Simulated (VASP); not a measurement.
OInCl2H: single point with PBE

OInCl2H, in a box:

```xyz
5
Lattice="13.0000 0.0000 0.0000 0.0000 13.0000 0.0000 0.0000 0.0000 12.0000" Properties=species:S:1:pos:R:3 pbc="T T T"
O     6.1109    7.9524    5.9627
In    6.3935    6.0092    5.9953
Cl    8.1943    5.1107    7.1517
Cl    4.9013    4.6249    4.8859
H     6.7838    8.4364    6.4551
```

The cell isn't the ideal one: atoms moved at random, drawn with an rms of 0.05 Å.

```json
{
  "Program": "VASP 6.6.1",
  "Task": "single point",
  "Functional": "PBE",
  "Potentials or basis": "VASP PAW PBE potentials, release 64 (O, In_d, Cl, H)",
  "Cutoff": "520 eV",
  "k mesh": "1 × 1 × 1",
  "Occupations": "gaussian, width 0.01 eV",
  "Spin": "no spin polarisation"
}
```

| Item | Value |
| --- | --- |
| Largest force | 0.637 eV/Å |
| Gap between the frontier levels | 4.09 eV |

Forces on the atoms (eV/Å):
```
O   -0.480  0.287 -0.306
In  -0.035 -0.469 -0.045
Cl   0.109 -0.065  0.065
Cl   0.034  0.039  0.020
H    0.371  0.208  0.266
```

Levels at points of the mesh, in eV from the valence-band top:
```tsv
k point	band 14	band 15	band 16	band 17	band 18	band 19	band 20	band 21
(0.00, 0.00, 0.00)	-0.29	-0.19	-0.14	0.00	4.09	5.53	6.97	7.41
```

Wall time 3.3 min on 1 thread of Intel(R) Xeon(R) Platinum 8375C CPU @ 2.90GHz (Ice Lake) (shared host), peak memory 1.5 GiB.

Caveat: spin-orbit coupling is left out, which moves the levels of the heavy elements.
